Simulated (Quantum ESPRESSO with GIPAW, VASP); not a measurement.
# Shieldings of NaF (Villiaumite), code against code

The same structure and functional (PBE) go through two programs with their own PAW files. All values are calculated, scalar-relativistic and without spin-orbit coupling, include the cores, and leave out the macroscopic shape term.

Space group Fm-3m (No. 225); atoms are numbered in the order of the file.

```xyz
2
Lattice="0.0000 2.3200 2.3200 2.3200 0.0000 2.3200 2.3200 2.3200 0.0000" Properties=species:S:1:pos:R:3 pbc="T T T"
Na    0.0000    0.0000    0.0000
F     2.3200    2.3200    2.3200
```

- VASP 6.6.1: LCHIMAG, datasets Na_pv and F (PBE 64), 560 eV, mesh 8×8×8
- gipaw.x (a patched development version of Quantum ESPRESSO): pslibrary recipes Na spn and F n, 75 Ry, mesh 8×8×8

**Question.** How far do the isotropic shieldings agree, site by site?

| site | like atoms | σ VASP (ppm) | σ gipaw.x (ppm) |
| --- | --- | --- | --- |
| Na1 | 1 | 537.8 | 536.1 |
| F2 | 1 | 385.3 | 386.2 |

VASP and gipaw.x, which both use linear response, differ by +1.7 ppm on Na1 and by -0.9 ppm on F2, the extremes here. VASP's shape term for a sphere would add 6.4 ppm to every site.

[Logs are printed without paths, hosts, clocks, repeated set-up lines and the standing remarks that a program may print on its own settings, such as how far it seeks lower states.]

[Hosts, paths, dates, database ids (printed as entryN), source tags and the programs' standing remarks are cut or masked in the printed files.]
